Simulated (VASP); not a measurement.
# Be2CdS3 in VASP: notebook, part 2 of 2

VASP 6.6.1. Earlier steps stand in the parts before.

### Step 4. Relaxation of cell and atoms, PBE

This run uses another cell than the first one, of 22.13 Å³/atom, 1.050 times its volume.

Input file INCAR:

```
  PREC = Normal
  ENCUT = 520
  EDIFF = 1E-4
  ISMEAR = 0
  SIGMA = 0.15
  LREAL = False
  LASPH = True
  NELM = 60
  ALGO = Fast
  ISIF = 3
  LWAVE = False
  LCHARG = False
  GGA = PE
  IBRION = 2
  NSW = 24
  EDIFFG = -0.08
  KPAR = 2
```

Input file KPOINTS:

```
regular mesh
0
Gamma
  4 4 2
```

Input file POSCAR:

```
Be2CdS3
1.0
    4.3967276400      0.0000000000      0.0000000000
   -2.1983638200      3.8076778300      0.0000000000
    0.0000000000      0.0000000000      7.9295641300
Be Cd S
2 1 3
Direct
    0.0000000000      0.0000000000      0.7878623300
    0.0000000000      0.0000000000      0.2121376700
    0.6666666700      0.3333333300      0.0000000000
    0.1939719200      0.8060280800      0.0000000000
    0.1939719200      0.3879438300      0.0000000000
    0.6120561700      0.8060280800      0.0000000000
```

Potentials or basis: VASP PAW PBE potentials, release 64 (Be, Cd, S).

On the command line:

```console
> cat potpaw_PBE.64/Be/POTCAR potpaw_PBE.64/Cd/POTCAR potpaw_PBE.64/S/POTCAR > POTCAR
> mpirun -np 2 vasp_std > vasp.out
```

OUTCAR:

```text
PREC = Normal
   ENCUT = 520
   EDIFF = 1E-4
   ISMEAR = 0
   LREAL = False
   LASPH = True
   NELM = 60
   ISIF = 3
   GGA = PE
   IBRION = 2
   NSW = 24
   EDIFFG = -0.08

 ion  position               nearest neighbor table
   1  0.000  0.000  0.788-   6 2.24   5 2.24   4 2.24   3 3.05   3 3.05   3 3.05
   2  0.000  0.000  0.212-   6 2.24   5 2.24   4 2.24   3 3.05   3 3.05   3 3.05
   3  0.667  0.333  0.000-   5 2.21   5 2.21   6 2.21   4 2.21   4 2.21   6 2.21   1 3.05   2 3.05
                             1 3.05   2 3.05   1 3.05   2 3.05
   4  0.194  0.806  0.000-   6 1.84   5 1.84   3 2.21   3 2.21   2 2.24   1 2.24   6 2.56   5 2.56

   5  0.194  0.388  0.000-   4 1.84   6 1.84   3 2.21   3 2.21   1 2.24   2 2.24   4 2.56   6 2.56

   6  0.612  0.806  0.000-   4 1.84   5 1.84   3 2.21   3 2.21   2 2.24   1 2.24   4 2.56   5 2.56

  LATTYP: Found a hexagonal cell.
 ALAT       =     4.3967276400
 C/A-ratio  =     1.8035149728

  Lattice vectors:

 A1 = (   4.3967276400,   0.0000000000,   0.0000000000)
 A2 = (  -2.1983638200,   3.8076778300,   0.0000000000)
 A3 = (   0.0000000000,   0.0000000000,   7.9295641300)

Analysis of symmetry for initial positions (statically):
=====================================================================
 Subroutine PRICEL returns:
 Original cell was already a primitive cell.

 Routine SETGRP: Setting up the symmetry group for a
 hexagonal supercell.

 Subroutine GETGRP returns: Found 12 space group operations
 (whereof 12 operations were pure point group operations)
 out of a pool of 24 trial point group operations.

The static configuration has the point symmetry D_3h.

Analysis of symmetry for dynamics (positions and initial velocities):
=====================================================================
 Subroutine PRICEL returns:
 Original cell was already a primitive cell.

 Routine SETGRP: Setting up the symmetry group for a
 hexagonal supercell.

 Subroutine GETGRP returns: Found 12 space group operations
 (whereof 12 operations were pure point group operations)
 out of a pool of 24 trial point group operations.

The dynamic configuration has the point symmetry D_3h.

 Subroutine INISYM returns: Found 12 space group operations
 (whereof 12 operations are pure point group operations),
 and found     1 'primitive' translations

----------------------------------------------------------------------------------------

                                     Primitive cell

  volume of cell :     132.7514

  direct lattice vectors                    reciprocal lattice vectors
     4.396727640  0.000000000  0.000000000     0.227441880  0.131313631  0.000000000
    -2.198363820  3.807677830  0.000000000     0.000000000  0.262627261  0.000000000
     0.000000000  0.000000000  7.929564130     0.000000000  0.000000000  0.126110336

  length of vectors
     4.396727640  4.396727640  7.929564130     0.262627261  0.262627261  0.126110336

  position of ions in fractional coordinates (direct lattice)
     0.000000000  0.000000000  0.787862330
     0.000000000  0.000000000  0.212137670
     0.666666670  0.333333330  0.000000000
     0.193971920  0.806028080  0.000000000
     0.193971920  0.387943830  0.000000000
     0.612056170  0.806028080  0.000000000

  ion indices of the primitive-cell ions
   primitive index   ion index
                 1           1
                 2           2
                 3           3
                 4           4
                 5           5
                 6           6
[... 50 lines left out ...]
   LNONCOLLINEAR =      F non collinear calculations
   LSORBIT =      F    spin-orbit coupling
   LASPH  =      T    aspherical Exc in radial PAW
   ENCUT  =  520.0 eV  38.22 Ry    6.18 a.u.   8.17  8.17 14.74*2*pi/ulx,y,z
   NELM   =     60;   NELMIN=  2; NELMDL= -5     # of ELM steps
   EDIFF  = 0.1E-03   stopping-criterion for ELM
   LREAL  =      F    real-space projection
   EDIFFG = -.8E-01   stopping-criterion for IOM
   NSW    =     24    number of steps for IOM
   IBRION =      2    ionic relax: 0-MD 1-quasi-New 2-CG
   NFREE  =      1    steps in history (QN), initial steepest desc. (CG)
   ISIF   =      3    stress and relaxation
   ISYM   =      2    0-nonsym 1-usesym 2-fastsym
   POTIM  = 0.5000    time-step for ionic-motion
   TEBEG  =    0.0;   TEEND  =   0.0 temperature during run
   PSTRESS=    0.0 pullay stress
   NELECT =      34.0000    total number of electrons
   NUPDOWN=      -1.0000    fix difference up-down
   EMIN   =  10.00;   EMAX   =-10.00  energy-range for DOS
   EFERMI =   0.00;   METHOD = LEGACY
   ISMEAR =     0;   SIGMA  =   0.15  broadening in eV -4-tet -1-fermi 0-gaus
   EFERMI_NEDOS =   21; number of points for ismear=-14 and -15
   IALGO  =     68    algorithm
   IMIX   =      4    mixing-type and parameters
     AMIX     =   0.40;   BMIX     =  1.00
     AMIX_MAG =   1.60;   BMIX_MAG =  1.00
  volume/ion in A,a.u.               =      22.13       149.31
  Fermi-wavevector in a.u.,A,eV,Ry     =   1.039652  1.964658 14.706223  1.080877
  Thomas-Fermi vector in A             =   2.174192
   LORBIT       =      0    0 simple, 1 ext, 2 COOP (PROOUT), +10 PAW based schemes
   GGA     = PE    functional components
   LHFCALC =     F    Hartree Fock is set to
   AEXX    =    0.0000 exact exchange contribution
   IVDW    =     0    specifies the selected vdW correction
   LEPSILON=     F    determine dielectric tensor
   LRPA    =     F    only Hartree local field effects (RPA)
 conjugate gradient relaxation of ions
 non-spin polarized calculation
 RMM-DIIS sequential band-by-band and
 Gauss-broadening in eV      SIGMA  =   0.15
  energy-cutoff  :      520.00
  volume of cell :      132.75
 maximum number of plane-waves:      3606
   NGX = 17   NGY = 17   NGZ = 29

--------------------------------------- Ionic step        1  -------------------------------------------

 number of electron      34.0000008 magnetization

 Free energy of the ion-electron system (eV)
  ---------------------------------------------------
  ext. energy  EPLUGINS =         0.00000000
  ---------------------------------------------------
  free energy    TOTEN  =        -0.62486591 eV

  energy without entropy =       -0.58764774  energy(sigma->0) =       -0.60625682

------------------------ aborting loop because EDIFF is reached ----------------------------------------

  FORCE on cell =-STRESS in cart. coord.  units (eV):
  Direction    XX          YY          ZZ          XY          YZ          ZX
  --------------------------------------------------------------------------------------
  -------------------------------------------------------------------------------------
  Total       61.6652084     61.6652084     -0.2357035     -0.0000000      0.0000000     -0.0000000
  in kB      744.2377780    744.2377781     -2.8447068     -0.0000000      0.0000000     -0.0000000
  external PRESSURE =     495.2102831 kB  Pullay stress =       0.0000000 kB
[... 67 lines left out ...]
--------------------------------------- Ionic step        3  -------------------------------------------

 number of electron      33.9999997 magnetization

 E-fermi :   0.3007     XC(G=0):  -6.1979

 val. band max:        0.2745661952   @ k =   0.2500   0.2500   0.5000
 cond. band min:       0.3009166537   @ k =   0.5000  -0.0000   0.5000
 fundamental gap:      0.0263504586
 Fermi energy:         0.3007051203

 k-point     1 :       0.0000    0.0000    0.0000
  band No.  band energies     occupation
      1     -15.9748      2.00000
      2     -12.0554      2.00000
      3     -12.0554      2.00000
      4      -8.2700      2.00000
      5      -8.2019      2.00000
      6      -8.2019      2.00000
[... 214 lines left out ...]
  FREE ENERGIE OF THE ION-ELECTRON SYSTEM (eV)
  ---------------------------------------------------
  free  energy   TOTEN  =       -15.3683816367 eV

  energy  without entropy=      -15.2957326547  energy(sigma->0) =      -15.33205715

[... ionic steps 4 to 14 ...]

--------------------------------------- Ionic step       15  -------------------------------------------

 number of electron      34.0000049 magnetization

------------------------ aborting loop because EDIFF is reached ----------------------------------------
[... 75 lines left out ...]
--------------------------------------- Ionic step       17  -------------------------------------------

 number of electron      33.9999983 magnetization

 Free energy of the ion-electron system (eV)
  ---------------------------------------------------
  ext. energy  EPLUGINS =         0.00000000
  ---------------------------------------------------
  free energy    TOTEN  =       -19.92157539 eV

  energy without entropy =      -19.85753519  energy(sigma->0) =      -19.88955529

 E-fermi :  -0.1143     XC(G=0):  -6.3059

 val. band max:       -0.1540215136   @ k =   0.2500  -0.0000   0.5000
 cond. band min:      -0.1103176773   @ k =   0.2500  -0.0000   0.0000
 fundamental gap:      0.0437038364
 Fermi energy:        -0.1142599698

 k-point     1 :       0.0000    0.0000    0.0000
  band No.  band energies     occupation
      1     -13.7254      2.00000
      2     -11.9003      2.00000
      3     -11.9003      2.00000
      4      -8.2593      2.00000
      5      -8.2296      2.00000
      6      -8.2295      2.00000
[... 214 lines left out ...]
  FREE ENERGIE OF THE ION-ELECTRON SYSTEM (eV)
  ---------------------------------------------------
  free  energy   TOTEN  =       -19.9215753898 eV

  energy  without entropy=      -19.8575351944  energy(sigma->0) =      -19.88955529

 reached required accuracy - stopping structural energy minimisation
```

Run time: 1.8 min. Hardware: 2 MPI ranks of Intel Xeon 6975P-C (Granite Rapids), shared host; peak memory 0.19 GiB.

Results:

```yaml
Free_energy: -19.9216 eV
Relaxed_volume: 34.42 Å³/atom
Relaxed_cell: a = 6.260 Å, b = 6.260 Å, c = 6.085 Å, α = 90.00°, β = 90.00°, γ = 120.00°
Space_group_after_relaxing_to_0.05_Å: P-6m2 (No. 187)
Energy_gained_by_relaxing: 3216.1 meV/atom
Ionic_steps: 17
Pressure_after_relaxing: -0.1 GPa
Largest_force_after_relaxing: 0.051 eV/Å
Band_gap_on_the_k_mesh: none (metal or under the smearing width)
```

Forces on the atoms (eV/Å):
```
Be   0.000  0.000  0.027
Be   0.000  0.000 -0.027
Cd   0.000  0.000  0.000
S   -0.044  0.025  0.000
S    0.000 -0.051  0.000
S    0.044  0.025  0.000
```

Stress tensor (GPa, compression positive):
```
-0.21  0.00  0.00
 0.00 -0.21  0.00
 0.00  0.00  0.05
```

The path:
```tsv
step	energy change (eV)	largest force (eV/Å)	pressure (GPa)	volume (Å³)
1	0.0000	10.9165	49.52	132.75
2	-14.2835	2.1990	-2.35	296.46
3	-14.7435	2.2497	2.40	212.99
4	-14.7936	2.4279	-0.46	253.55
5	-14.8477	2.4421	-0.18	246.44
6	-16.5876	2.4593	-2.47	250.60
7	-17.6037	2.8712	-3.90	252.83
8	-17.2151	2.7108	-7.56	251.66
9	-17.7836	3.2140	-5.20	253.28
10	-18.8498	1.9537	-3.67	234.33
11	-19.0704	0.6429	-2.28	221.20
12	-19.0798	0.6575	-2.55	223.75
13	-19.2352	0.2168	-0.99	216.32
14	-19.2442	0.4365	-0.51	214.23
15	-19.2643	0.3640	-0.36	212.31
16	-19.2921	0.2750	0.10	206.61
17	-19.2967	0.0509	-0.12	206.50
```

Final structure:
```cif
data_structure
_symmetry_space_group_name_H-M 'P 1'
_symmetry_Int_Tables_number 1
_cell_length_a 6.2597
_cell_length_b 6.2597
_cell_length_c 6.0851
_cell_angle_alpha 90.000
_cell_angle_beta 90.000
_cell_angle_gamma 120.000
_cell_volume 206.50
loop_
_atom_site_label
_atom_site_type_symbol
_atom_site_fract_x
_atom_site_fract_y
_atom_site_fract_z
_atom_site_occupancy
Be1 Be 0.00000 0.00000 0.84389 1
Be2 Be 0.00000 0.00000 0.15611 1
Cd1 Cd 0.66667 0.33333 0.00000 1
S1 S 0.16527 0.83473 0.00000 1
S2 S 0.16527 0.33055 0.00000 1
S3 S 0.66945 0.83473 0.00000 1
```

Levels at points of the mesh, in eV from the Fermi level:
| k point | band 13 | band 14 | band 15 | band 16 | band 17 | band 18 | band 19 | band 20 | band 21 |
| --- | --- | --- | --- | --- | --- | --- | --- | --- | --- |
| (0.00, 0.00, 0.00) | -2.21 | -2.21 | -1.44 | -0.38 | -0.38 | 0.15 | 0.53 | 3.51 | 4.30 |
| (0.50, 0.00, 0.00) | -2.82 | -2.64 | -2.23 | -1.93 | 0.03 | 0.43 | 1.17 | 3.37 | 4.27 |
| (0.00, 0.00, 0.50) | -2.27 | -2.27 | -1.28 | -0.38 | -0.38 | 0.16 | 2.14 | 2.22 | 3.03 |
| (0.50, 0.00, 0.50) | -2.81 | -2.74 | -2.30 | -1.92 | 0.04 | 1.19 | 2.12 | 2.47 | 2.59 |

Caveat: the k mesh is coarse (spacing up to 0.41 Å⁻¹), so the values aren't converged; the volume moved by over 15 % at a fixed basis, so the end points are rough; the relaxation stopped at a loose force limit of 0.08 eV/Å, so its end isn't a converged minimum.
